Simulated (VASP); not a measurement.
Computed with G0W0 on PBE orbitals, VASP's PBE PAW potentials (set 64) (plane waves; VASP).

Input for VASP

### POSCAR
```
GaP
3.8537320
  0.0000000000   0.7071067734   0.7071067734
  0.7071067734   0.0000000000   0.7071067734
  0.7071067734   0.7071067734   0.0000000000
Ga P
1 1
Direct
  0.0000000000   0.0000000000   0.0000000000
  0.2500000000   0.2500000000   0.2500000000
```

INCAR:
```
! general
SYSTEM      = GaP
PREC        = Normal
ENCUT       = 500
LREAL       = .FALSE.
LASPH       = .TRUE.
NBANDS      = 64

! electronic loop
ALGO        = EVGW0

! smearing
ISMEAR      = 0
SIGMA       = 0.01

! functional
GGA         = PE

! output
LWAVE       = .FALSE.
LCHARG      = .FALSE.

! other
NELMGW      = 1
NOMEGA      = 64
ENCUTGW     = 150
NBANDSGW    = 17
LSPECTRALGW = .TRUE.
```

KPOINTS:
```
Automatic mesh
0
Gamma
4 4 4
0 0 0
```

POTCAR, in this order: Ga_d_GW P_GW (PBE.64 set). Program: vasp_std. Read from the step before: WAVECAR, WAVEDER.

Output

OUTCAR:
```
 ion  position               nearest neighbor table
   1  0.000  0.000  0.000-   2 2.36   2 2.36   2 2.36   2 2.36
   2  0.250  0.250  0.250-   1 2.36   1 2.36   1 2.36   1 2.36
  LATTYP: Found a face centered cubic cell.
 ALAT       =     5.4500000000
 Subroutine PRICEL returns:
 Original cell was already a primitive cell.
 Subroutine GETGRP returns: Found 24 space group operations
The static configuration has the point symmetry T_d .
The dynamic configuration has the point symmetry T_d .
 Subroutine INISYM returns: Found 24 space group operations
 Subroutine IBZKPT returns following result:
 Found      8 irreducible k-points:

 Following reciprocal coordinates:
            Coordinates               Weight
  0.000000  0.000000  0.000000      1.000000
  0.250000  0.000000  0.000000      8.000000
  0.500000  0.000000  0.000000      4.000000
  0.250000  0.250000  0.000000      6.000000
  0.500000  0.250000  0.000000     24.000000
 -0.250000  0.250000  0.000000     12.000000
  0.500000  0.500000  0.000000      3.000000
 -0.250000  0.500000  0.250000      6.000000
 Subroutine IBZKPT_HF returns following result:
   k-points           NKPTS =      8   k-points in BZ     NKDIM =     64   number of bands    NBANDS=     64
   number of dos      NEDOS =    301   number of ions     NIONS =      2
   total plane-waves  NPLWV =  13824
   dimension x,y,z NGX =    24 NGY =   24 NGZ =   24
   dimension x,y,z NGXF=    48 NGYF=   48 NGZF=   48
   ions per type =               1   1
   PREC   = normal    normal or accurate (medium, high low for compatibility)
   ISTART =      1    job   : 0-new  1-cont  2-samecut
   ICHARG =      0    charge: 1-file 2-atom 10-const
   ISPIN  =      1    spin polarized calculation?
   LNONCOLLINEAR =      F non collinear calculations
   LSORBIT =      F    spin-orbit coupling
   INIWAV =      1    electr: 0-lowe 1-rand  2-diag
   ENCUT  =  500.0 eV  36.75 Ry    6.06 a.u.   7.03  7.03  7.03*2*pi/ulx,y,z
   NELM   =     60;   NELMIN=  2; NELMDL=  0     # of ELM steps
...
```

File OSZICAR:
```
energies w=
    0.000    0.000    0.473    0.000    0.945    0.000    1.414    0.000
    1.881    0.000    2.343    0.000    2.801    0.000    3.254    0.000
    3.700    0.000    4.141    0.000    4.576    0.000    5.005    0.000
    5.428    0.000    5.845    0.000    6.257    0.000    6.664    0.000
    7.067    0.000    7.466    0.000    7.862    0.000    8.256    0.000
    8.649    0.000    9.041    0.000    9.433    0.000    9.826    0.000
   10.222    0.000   10.620    0.000   11.023    0.000   11.431    0.000
   11.846    0.000   12.269    0.000   12.701    0.000   13.145    0.000
   13.601    0.000   14.072    0.000   14.560    0.000   15.067    0.000
   15.597    0.000   16.151    0.000   16.735    0.000   17.351    0.000
   18.005    0.000   18.701    0.000   19.447    0.000   20.250    0.000
   21.119    0.000   22.064    0.000   23.100    0.000   24.240    0.000
   25.507    0.000   26.924    0.000   28.522    0.000   30.341    0.000
   32.433    0.000   34.868    0.000   37.738    0.000   41.175    0.000
   45.365    0.000   50.585    0.000   57.265    0.000   66.107    0.000
   78.351    0.000   96.395    0.000  125.575    0.000  180.655    0.000
NQ=   1    0.0000    0.0000    0.0000,
 performed         80000 updates of chi_q(r,r)
NQ=   2    0.2500    0.0000    0.0000,
 performed        221000 updates of chi_q(r,r)
NQ=   3    0.5000    0.0000    0.0000,
 performed        345000 updates of chi_q(r,r)
NQ=   4    0.2500    0.2500    0.0000,
 performed        486000 updates of chi_q(r,r)
NQ=   5    0.5000    0.2500    0.0000,
 performed        675000 updates of chi_q(r,r)
NQ=   6   -0.2500    0.2500    0.0000,
 performed        847000 updates of chi_q(r,r)
NQ=   7    0.5000    0.5000    0.0000,
 performed        958000 updates of chi_q(r,r)
NQ=   8   -0.2500    0.5000    0.2500,
 performed       1095000 updates of chi_q(r,r)
 resolving degeneracies of screened two electron integrals
```

**OUTCAR**
```


 k-point   1 :       0.0000    0.0000    0.0000
  band No.  KS-energies  QP-energies   sigma(KS)   V_xc(KS)     V^pw_x(r,r')   Z            occupation Imag(sigma)

      1     -10.1848     -12.4734     -25.0319     -21.6815     -35.0242       0.6831       2.0000       0.1960
      2     -10.1848     -12.4734     -25.0319     -21.6815     -35.0242       0.6831       2.0000       0.1960
      3     -10.1848     -12.4734     -25.0319     -21.6815     -35.0242       0.6831       2.0000       0.1960
      4     -10.0866     -12.4140     -25.1997     -21.8041     -35.1546       0.6854       2.0000       0.1637
      5     -10.0866     -12.4140     -25.1997     -21.8041     -35.1546       0.6854       2.0000       0.1637
      6      -8.0944      -8.4457     -11.9092     -11.3619     -18.6696       0.6419       2.0000       1.0047
      7       4.4072       4.0763     -13.0538     -12.6196     -14.6213       0.7621       2.0000       0.0438
      8       4.4072       4.0763     -13.0538     -12.6196     -14.6213       0.7621       2.0000       0.0438
      9       4.4072       4.0763     -13.0538     -12.6196     -14.6213       0.7621       2.0000       0.0438
     10       6.2247       6.7953     -10.8831     -11.6264      -6.8637       0.7677       0.0000      -0.0585
     11       8.2648       8.6565      -9.9703     -10.4815      -5.8175       0.7663       0.0000      -0.0714
     12       8.2648       8.6565      -9.9703     -10.4815      -5.8175       0.7663       0.0000      -0.0714
     13       8.2648       8.6565      -9.9703     -10.4815      -5.8175       0.7663       0.0000      -0.0714
     14      13.2139      13.3455      -8.0716      -8.2382      -2.7567       0.7896       0.0000      -0.2811
     15      14.1136      14.5520     -10.2437     -10.8328      -5.0068       0.7442       0.0000      -0.2376
     16      14.1136      14.5520     -10.2437     -10.8328      -5.0068       0.7442       0.0000      -0.2376
     17      16.8268      16.8271      -8.2247      -8.2251      -2.4429       0.7507       0.0000      -0.4644

 k-point   2 :       0.2500    0.0000    0.0000
  band No.  KS-energies  QP-energies   sigma(KS)   V_xc(KS)     V^pw_x(r,r')   Z            occupation Imag(sigma)

      1     -10.2281     -12.4598     -24.7397     -21.4595     -34.6940       0.6803       2.0000       0.2157
      2     -10.1705     -12.4623     -25.0644     -21.7087     -35.0594       0.6829       2.0000       0.1942
      3     -10.1705     -12.4623     -25.0644     -21.7087     -35.0594       0.6829       2.0000       0.1942
      4     -10.0858     -12.4147     -25.2002     -21.8062     -35.1594       0.6862       2.0000       0.1633
      5     -10.0858     -12.4147     -25.2002     -21.8062     -35.1594       0.6862       2.0000       0.1633
      6      -7.3183      -7.7062     -12.3037     -11.7339     -18.8661       0.6808       2.0000       0.9505
      7       0.5188       0.1178     -12.1434     -11.5963     -14.8260       0.7329       2.0000       0.1128
      8       3.7404       3.3798     -12.7155     -12.2406     -14.4145       0.7593       2.0000       0.0485
      9       3.7404       3.3798     -12.7155     -12.2406     -14.4145       0.7593       2.0000       0.0485
     10       6.5472       7.0068     -10.3061     -10.9024      -6.3729       0.7707       0.0000      -0.0589
     11       9.1226       9.5183     -10.0952     -10.6163      -5.7138       0.7593       0.0000      -0.0879
     12       9.1226       9.5183     -10.0952     -10.6163      -5.7138       0.7593       0.0000      -0.0879
     13      10.7513      11.1254     -10.4747     -10.9792      -5.6153       0.7416       0.0000      -0.1345
     14      13.3286      13.6321      -9.7114     -10.1171      -4.5779       0.7479       0.0000      -0.2279
     15      13.3286      13.6321      -9.7114     -10.1171      -4.5779       0.7479       0.0000      -0.2279
     16      14.3199      14.2960      -7.9383      -7.9065      -2.4767       0.7536       0.0000      -0.3126
     17      17.4863      17.6555      -8.8503      -9.0772      -2.9325       0.7454       0.0000      -0.5329

 k-point   3 :       0.5000    0.0000    0.0000
  band No.  KS-energies  QP-energies   sigma(KS)   V_xc(KS)     V^pw_x(r,r')   Z            occupation Imag(sigma)

      1     -10.2648     -12.4672     -24.5571     -21.3199     -34.4894       0.6803       2.0000       0.2308
      2     -10.1605     -12.4578     -25.0813     -21.7210     -35.0730       0.6837       2.0000       0.1930
      3     -10.1605     -12.4578     -25.0813     -21.7210     -35.0730       0.6837       2.0000       0.1930
      4     -10.0796     -12.4129     -25.2170     -21.8240     -35.1867       0.6877       2.0000       0.1647
      5     -10.0796     -12.4129     -25.2170     -21.8240     -35.1867       0.6877       2.0000       0.1647
      6      -6.0243      -6.4214     -13.0202     -12.4508     -19.2317       0.6974       2.0000       0.8057
      7      -2.2462      -2.6861     -11.3630     -10.7378     -15.2561       0.7036       2.0000       0.2887
      8       3.2832       2.8941     -12.5968     -12.0819     -14.4667       0.7557       2.0000       0.0536
      9       3.2832       2.8941     -12.5968     -12.0819     -14.4667       0.7557       2.0000       0.0536
     10       6.0636       6.4933     -10.2867     -10.8416      -6.4938       0.7743       0.0000      -0.0553
     11       9.0956       9.4376      -9.7709     -10.2185      -5.4029       0.7640       0.0000      -0.0865
     12       9.0956       9.4376      -9.7709     -10.2185      -5.4029       0.7640       0.0000      -0.0865
     13      12.6791      12.6323      -8.3922      -8.3300      -3.0184       0.7533       0.0000      -0.2386
     14      15.2988      15.5713      -9.6618     -10.0313      -3.7788       0.7376       0.0000      -0.3841
     15      16.0053      16.4727     -10.3109     -10.9321      -4.3584       0.7525       0.0000      -0.4770
     16      16.0053      16.4727     -10.3109     -10.9321      -4.3584       0.7525       0.0000      -0.4770
     17      17.9710      18.1924     -10.1091     -10.4038      -3.9541       0.7512       0.0000      -0.6727

 k-point   4 :       0.2500    0.2500    0.0000
  band No.  KS-energies  QP-energies   sigma(KS)   V_xc(KS)     V^pw_x(r,r')   Z            occupation Imag(sigma)

      1     -10.2510     -12.4754     -24.6910     -21.4223     -34.6438       0.6805       2.0000       0.2194
      2     -10.1536     -12.4556     -25.1055     -21.7440     -35.1062       0.6848       2.0000       0.1928
      3     -10.1536     -12.4556     -25.1055     -21.7440     -35.1062       0.6848       2.0000       0.1928
      4     -10.1032     -12.4149     -25.1428     -21.7561     -35.0908       0.6826       2.0000       0.1661
      5     -10.0761     -12.4130     -25.2198     -21.8246     -35.1843       0.6883       2.0000       0.1626
      6      -7.0566      -7.4322     -12.3487     -11.7868     -18.8238       0.6685       2.0000       0.9202
      7       0.7237       0.3870     -12.6050     -12.1465     -15.2199       0.7343       2.0000       0.1045
      8       2.7152       2.3000     -12.2416     -11.6890     -14.2033       0.7513       2.0000       0.0595
      9       2.7152       2.3000     -12.2416     -11.6890     -14.2033       0.7513       2.0000       0.0595
     10       6.5660       6.8475      -9.5642      -9.9270      -5.7509       0.7761       0.0000      -0.0577
     11       8.1125       8.4274      -9.8940     -10.3056      -5.6529       0.7649       0.0000      -0.0746
     12      11.1334      11.5873     -10.6478     -11.2613      -5.7243       0.7400       0.0000      -0.1495
     13      11.1334      11.5873     -10.6478     -11.2613      -5.7243       0.7400       0.0000      -0.1495
     14      12.1909      12.5081     -10.0024     -10.4233      -4.9840       0.7536       0.0000      -0.1867
     15      15.0549      15.5100     -10.2040     -10.8104      -4.6738       0.7505       0.0000      -0.3306
     16      17.1007      17.3479      -8.9099      -9.2362      -2.9839       0.7578       0.0000      -0.5292
     17      18.9917      19.0214      -8.7623      -8.8018      -2.6379       0.7528       0.0000      -0.7034

 k-point   5 :       0.5000    0.2500    0.0000
  band No.  KS-energies  QP-energies   sigma(KS)   V_xc(KS)     V^pw_x(r,r')   Z            occupation Imag(sigma)

      1     -10.2765     -12.4715     -24.5657     -21.3321     -34.5091       0.6788       2.0000       0.2306
      2     -10.1467     -12.4551     -25.1098     -21.7446     -35.1043       0.6860       2.0000       0.1896
      3     -10.1389     -12.4526     -25.1377     -21.7712     -35.1411       0.6873       2.0000       0.1913
      4     -10.1017     -12.4201     -25.1513     -21.7647     -35.1062       0.6846       2.0000       0.1662
      5     -10.0745     -12.4145     -25.2233     -21.8292     -35.1926       0.6894       2.0000       0.1626
      6      -5.7015      -6.0835     -12.9787     -12.4278     -19.0640       0.6935       2.0000       0.7575
      7      -1.7407      -2.1327     -11.9250     -11.3719     -15.6332       0.7086       2.0000       0.2354
      8       1.1591       0.6981     -11.5991     -10.9759     -13.9261       0.7399       2.0000       0.0897
      9       2.3653       1.9292     -12.1821     -11.5999     -14.2875       0.7491       2.0000       0.0648
     10       6.8471       7.1001      -9.5923      -9.9187      -5.7075       0.7751       0.0000      -0.0604
     11       9.3218       9.7236     -10.2520     -10.7857      -5.7037       0.7529       0.0000      -0.0999
     12      10.9789      11.2781     -10.0110     -10.4092      -5.2355       0.7512       0.0000      -0.1365
     13      11.4449      11.8456     -10.2333     -10.7730      -5.2100       0.7424       0.0000      -0.1656
     14      15.2383      15.4950     -10.1268     -10.4779      -4.1382       0.7310       0.0000      -0.4169
     15      16.0977      16.5539     -10.3622     -10.9774      -4.3948       0.7415       0.0000      -0.4752
     16      17.5494      18.0488     -10.6032     -11.2810      -4.2485       0.7369       0.0000      -0.6471
     17      18.1022      18.2090      -8.5669      -8.7097      -2.6657       0.7476       0.0000      -0.5390

 k-point   6 :      -0.2500    0.2500    0.0000
  band No.  KS-energies  QP-energies   sigma(KS)   V_xc(KS)     V^pw_x(r,r')   Z            occupation Imag(sigma)

...
```
(Selected blocks of OUTCAR.)

The mesh is coarse and the basis finite, so the quasiparticle values are not converged.

The compound is GaP in the zinc blende structure. The cell was not relaxed at this level. The k-mesh is coarse (spacing up to 0.50 per Å, 2π included), so the numbers may not be converged in it.
